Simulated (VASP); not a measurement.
VASP input:

**INCAR**
```
# general
SYSTEM   =  Te
PREC     =  Accurate
ENCUT    =  500   # plane-wave cut-off (eV)
LREAL    =  .False.   # projection in real space or not
LASPH    =  .True.   # aspherical one-centre terms

# electronic loop
EDIFF    =  1E-6   # SCF stop (eV)
NELM     =  100   # most electronic steps
ALGO     =  Normal
LMAXMIX  =  4   # l cut-off of mixed one-centre charges

# smearing
ISMEAR   =  1
SIGMA    =  0.1

# functional
GGA      =  PE   # PBE

# ions
IBRION   =  2
NSW      =  40   # most ionic steps
ISIF     =  3
EDIFFG   =  -0.02   # ionic stop
PSTRESS  =  200   # kbar

# output
LWAVE    =  .False.
LCHARG   =  .False.
```

POSCAR:
```
Te
1
    1.7722347312    -3.0695048395    -0.0000000000
    1.7722347312     3.0695048395     0.0000000000
   -0.0000000000    -0.0000000000     6.5829686464
Te
3
Direct
  0.9999999832   0.3330000627   0.6666670000
  0.6669999543   0.6669999543   0.0000000000
  0.3330000627   0.9999999832   0.3333330000
```

### KPOINTS
```
Automatic
0
G
 10 10 5
0 0 0
```

POTCAR, in this order: Te (PBE.64 set). Program: vasp_std.

### Question
Write an equivalent input for Quantum ESPRESSO's pw.x.

### Answer
One equivalent input (not run):
```
&CONTROL
  calculation = 'vc-relax'
  pseudo_dir = './pseudo'
  outdir = './out'
  tprnfor = .true.
  tstress = .true.
  nstep = 40
  forc_conv_thr = 0.00078
/
&SYSTEM
  ibrav = 0
  nat = 3
  ntyp = 1
  ecutwfc = 82.3
  occupations = 'smearing'
  smearing = 'methfessel-paxton'
  degauss = 0.00735
  input_dft = 'pbe'
/
&ELECTRONS
  conv_thr = 7.3e-08
  electron_maxstep = 100
/
&IONS
/
&CELL
  press = 200
/
ATOMIC_SPECIES
  Te 127.600 Te.upf
CELL_PARAMETERS angstrom
     1.7722347   -3.0695048   -0.0000000
     1.7722347    3.0695048    0.0000000
    -0.0000000   -0.0000000    6.5829686
ATOMIC_POSITIONS crystal
  Te   1.0000000  0.3330001  0.6666670
  Te   0.6670000  0.6670000  0.0000000
  Te   0.3330001  1.0000000  0.3333330
K_POINTS automatic
  10 10 5 0 0 0
```
Limits of the translation: the potentials are each code's own (VASP's PAW set, PseudoDojo norm-conserving files in pw.x), so ENCUT and ecutwfc are chosen apart and not converted; conv_thr bounds pw.x's estimated SCF error, while EDIFF bounds the energy change between steps; forc_conv_thr acts on force components and is met together with etot_conv_thr.

The compound is Te in the trig structure. This run relaxes it under an external pressure of 20 GPa. Symmetry was kept, so distortions that lower it aren't found.
